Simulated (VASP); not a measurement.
Data:

```xyz
4
Lattice="3.7159 0.0000 0.0000 -1.8579 3.2181 0.0000 0.0000 0.0000 7.3758" Properties=species:S:1:pos:R:3 pbc="T T T"
N      0.0000     2.1454     2.3976
N      1.8579     1.0727     4.9783
N      1.8579     1.0727     6.0855
N      0.0000     2.1454     1.3904
```

Level of theory: r2SCAN meta-GGA, VASP's PBE PAW potentials (set 64) (plane waves; VASP). Numerical set-up: 600 eV cut-off, 6×6×4 Γ-centred mesh, Gaussian smearing of 0.050 eV, potentials N.

Question: Which forces act on the atoms, in eV/Å?

Answer: 
```csv
atom,Fx,Fy,Fz
N1,0.000,0.000,22.930
N2,0.000,0.000,0.140
N3,0.000,0.000,-0.127
N4,0.000,0.000,-22.943
```

Question: Give the stress tensor in GPa (positive for a compressed cell).

Answer: 
```
 0.01   0.00   0.00
 0.00   0.01   0.00
 0.00   0.00  41.68
```
The pressure is its mean diagonal, 13.90 GPa.

The structure comes from a computed database's N entry (P6_3/mmc); how it stands against other phases isn't given here. This cell was strained or had an atom moved on purpose.
